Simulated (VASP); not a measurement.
Computed with PBE GGA, VASP's PBE PAW potentials (set 64) (plane waves; VASP).

Input for VASP

INCAR:
```
! general
SYSTEM    =  Co
PREC      =  Accurate
ENCUT     =  400   ! plane-wave cut-off (eV)
LREAL     =  .FALSE.   ! projection in real space or not
LASPH     =  .TRUE.   ! aspherical one-centre terms
KSPACING  =  0.5
KGAMMA    =  .TRUE.

! electronic loop
EDIFF     =  1E-6
NELM      =  100   ! most electronic steps
ALGO      =  Normal   ! blocked Davidson
LMAXMIX   =  4   ! l cut-off of mixed one-centre charges

! smearing
ISMEAR    =  1   ! Methfessel-Paxton
SIGMA     =  0.1

! functional
GGA       =  PE   ! PBE

! spin
ISPIN     =  2
MAGMOM    =  2*1.8

! ions
ISIF      =  2

! output
LWAVE     =  .FALSE.
LCHARG    =  .FALSE.
LORBIT    =  10
```

POSCAR:
```
Co
1.0
  1.2679730000  -2.1792760000   0.0000000000
  1.2679730000   2.1792760000   0.0000000000
  0.0000000000   0.0000000000   3.9993650000
Co
2
Cartesian
  1.2679730000   0.7264267862   0.9998412500
  1.3374604563  -0.7264267862   2.9995237500
```

POTCAR, in this order: Co (PBE.64 set). Program: vasp_std.

What VASP printed:

### OUTCAR
```
 ion  position               nearest neighbor table
   1  0.333  0.667  0.250-   2 2.44   2 2.44   2 2.47   2 2.47   2 2.51   2 2.51
   2  0.694  0.361  0.750-   1 2.44   1 2.44   1 2.47   1 2.47   1 2.51   1 2.51
  LATTYP: Found a base centered orthorhombic cell.
 ALAT       =     2.5359460000
 B/A-ratio  =     1.7187085214
 C/A-ratio  =     1.5770702531
 Subroutine PRICEL returns:
 Original cell was already a primitive cell.
 Subroutine GETGRP returns: Found  4 space group operations
The static configuration has the point symmetry C_1 .
 The point group associated with its full space group is C_2h.
The dynamic configuration has the point symmetry C_1 .
The overall configuration has the point symmetry C_1 .
 Subroutine INISYM returns: Found  4 space group operations
 Subroutine IBZKPT returns following result:
 Found     60 irreducible k-points:

 Following reciprocal coordinates:
            Coordinates               Weight
  0.000000  0.000000  0.000000      1.000000
  0.166667  0.000000  0.000000      2.000000
  0.000000  0.166667  0.000000      2.000000
  0.333333 -0.000000  0.000000      2.000000
 -0.000000  0.333333  0.000000      2.000000
  0.500000  0.000000  0.000000      1.000000
  0.000000  0.500000  0.000000      1.000000
  0.166667  0.166667  0.000000      2.000000
  0.333333  0.166667  0.000000      2.000000
  0.166667  0.333333  0.000000      2.000000
  0.500000  0.166667  0.000000      2.000000
  0.166667  0.500000  0.000000      2.000000
 -0.333333  0.166667  0.000000      2.000000
  0.166667 -0.333333  0.000000      2.000000
 -0.166667  0.166667  0.000000      2.000000
  0.333333  0.333333  0.000000      2.000000
  0.500000  0.333333  0.000000      2.000000
  0.333333  0.500000  0.000000      2.000000
 -0.333333  0.333333  0.000000      2.000000
  0.500000  0.500000  0.000000      1.000000
  0.000000  0.000000  0.250000      2.000000
  0.166667  0.000000  0.250000      4.000000
  0.000000  0.166667 -0.250000      4.000000
  0.333333 -0.000000  0.250000      4.000000
 -0.000000  0.333333 -0.250000      4.000000
  0.500000  0.000000  0.250000      2.000000
  0.000000  0.500000 -0.250000      2.000000
  0.166667  0.166667  0.250000      4.000000
  0.333333  0.166667  0.250000      4.000000
  0.166667  0.333333 -0.250000      4.000000
  0.500000  0.166667  0.250000      4.000000
  0.166667  0.500000 -0.250000      4.000000
 -0.333333  0.166667  0.250000      4.000000
  0.166667 -0.333333 -0.250000      4.000000
 -0.166667  0.166667  0.250000      4.000000
  0.333333  0.333333  0.250000      4.000000
  0.500000  0.333333  0.250000      4.000000
  0.333333  0.500000 -0.250000      4.000000
 -0.333333  0.333333  0.250000      4.000000
  0.500000  0.500000  0.250000      2.000000
   k-points           NKPTS =     60   k-points in BZ     NKDIM =     60   number of bands    NBANDS=     15
   number of dos      NEDOS =    301   number of ions     NIONS =      2
   total plane-waves  NPLWV =   7168
   dimension x,y,z NGX =    16 NGY =   16 NGZ =   28
   dimension x,y,z NGXF=    32 NGYF=   32 NGZF=   56
   ions per type =               2
   PREC   = accura    normal or accurate (medium, high low for compatibility)
   ISTART =      0    job   : 0-new  1-cont  2-samecut
   ICHARG =      2    charge: 1-file 2-atom 10-const
   ISPIN  =      2    spin polarized calculation?
   LNONCOLLINEAR =      F non collinear calculations
   LSORBIT =      F    spin-orbit coupling
   INIWAV =      1    electr: 0-lowe 1-rand  2-diag
   ENCUT  =  400.0 eV  29.40 Ry    5.42 a.u.   4.11  4.11  6.52*2*pi/ulx,y,z
   NELM   =    100;   NELMIN=  2; NELMDL= -5     # of ELM steps
...
```

**OSZICAR**
```
       N       E                     dE             d eps       ncg     rms          rms(c)
DAV:   1     0.707212163079E+02    0.70721E+02   -0.70395E+03  3656   0.132E+03
DAV:   2    -0.143054280571E+02   -0.85027E+02   -0.78491E+02  3600   0.237E+02
DAV:   3    -0.161414432060E+02   -0.18360E+01   -0.17876E+01  4300   0.490E+01
DAV:   4    -0.161714554159E+02   -0.30012E-01   -0.30005E-01  5102   0.472E+00
DAV:   5    -0.161717046353E+02   -0.24922E-03   -0.24921E-03  4454   0.408E-01    0.145E+01
DAV:   6    -0.145710400617E+02    0.16007E+01   -0.13862E+01  3803   0.756E+01    0.727E+00
DAV:   7    -0.141034828780E+02    0.46756E+00   -0.19357E+00  3929   0.276E+01    0.365E+00
DAV:   8    -0.140890293566E+02    0.14454E-01   -0.15566E-02  4864   0.117E+00    0.176E+00
DAV:   9    -0.140754230511E+02    0.13606E-01   -0.38014E-03  5381   0.103E+00    0.506E-01
DAV:  10    -0.140750919189E+02    0.33113E-03   -0.81060E-04  4630   0.368E-01    0.162E-01
DAV:  11    -0.140750786116E+02    0.13307E-04   -0.14002E-04  4869   0.192E-01    0.313E-02
DAV:  12    -0.140750777466E+02    0.86491E-06   -0.86231E-06  3880   0.345E-02
   1 F= -.14075078E+02 E0= -.14075190E+02  d E =0.337463E-03  mag=     3.1587
```

OUTCAR:
```
------------------------ aborting loop because EDIFF is reached ----------------------------------------
  FORCE on cell =-STRESS in cart. coord.  units (eV):
  Direction    XX          YY          ZZ          XY          YZ          ZX
  --------------------------------------------------------------------------------------
  Total       -1.0988607     -0.8381149     -0.2748394     -0.1097855      0.0000000      0.0000000
  in kB      -79.6544341    -60.7534395    -19.9226163     -7.9581522      0.0000000      0.0000000
  external PRESSURE =     -53.4434966 kB  Pullay stress =       0.0000000 kB
  volume of cell :       22.10
      direct lattice vectors                 reciprocal lattice vectors
     1.267973000 -2.179276000  0.000000000     0.394330163 -0.229433996  0.000000000
     1.267973000  2.179276000  0.000000000     0.394330163  0.229433996  0.000000000
     0.000000000  0.000000000  3.999365000     0.000000000  0.000000000  0.250039694
 POSITION                                       TOTAL-FORCE (eV/Angst)
 -----------------------------------------------------------------------------------
      1.26797      0.72643      0.99984         0.201865      0.007310      0.000000
      1.33746     -0.72643      2.99952        -0.201865     -0.007310      0.000000
 -----------------------------------------------------------------------------------
    total drift:                                0.000014      0.000007      0.000000
  FREE ENERGIE OF THE ION-ELECTRON SYSTEM (eV)
  ---------------------------------------------------
  free  energy   TOTEN  =       -14.0750777466 eV

  energy  without entropy=      -14.0754152093  energy(sigma->0) =      -14.07519023

 total charge

# of ion       s       p       d       tot
------------------------------------------
    1        0.481   0.498   7.261   8.240
    2        0.481   0.498   7.261   8.240
--------------------------------------------------
tot          0.962   0.995  14.522  16.480

 magnetization (x)

# of ion       s       p       d       tot
------------------------------------------
    1       -0.016  -0.051   1.669   1.602
    2       -0.016  -0.051   1.669   1.602
--------------------------------------------------
tot         -0.032  -0.101   3.338   3.205
```
(Selected blocks of OUTCAR.)

The compound is Co in the hcp structure. The cell was not relaxed at this level, atoms are displaced from their ideal sites. The run is one of a series of settings (KGAMMA = .TRUE., KSPACING = 0.5, KPOINTS file removed against the base run), some of them coarse on purpose.
